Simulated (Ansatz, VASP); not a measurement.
**TiPd in VASP and in Ansatz**

```
CELL_PARAMETERS angstrom
3.24237 0.00000 0.00000
0.00000 3.24237 0.00000
0.00000 0.00000 3.24237
ATOMIC_POSITIONS crystal
Ti 0.50000 0.50000 0.50000
Pd 0.00000 0.00000 0.00000
```

Change from the starting cell: volume scaled by 1.06, crystal datasets.

Alike in both runs: task electric field gradients; functional PBEsol; k mesh 13 × 13 × 13; occupations fermi-dirac, width 0.08 eV; no spin polarisation.

|  | VASP | Ansatz |
| --- | --- | --- |
| version | VASP 6.6.1 | Ansatz 0.2.0 |
| potentials or method | VASP PAW PBE potentials, release 64 (Ti_sv, Pd), cutoff 520 eV | all-electron PAW with datasets made for the crystal, scalar-relativistic |

```csv
,VASP,Ansatz,Ansatz less VASP
pressure (GPa),-13.8,-13.8,+0.02
Vzz of the field gradient on the site that differs most (V/Å²),0.0,0.0,0.00
```

Ansatz ran all-electron here, so the differences hold the error of VASP's frozen core and of both bases. Ansatz warned: «gradients_without_spin_orbit».

Caveats: the PAW data sets were made with another functional, which shifts forces and pressure a little (VASP).
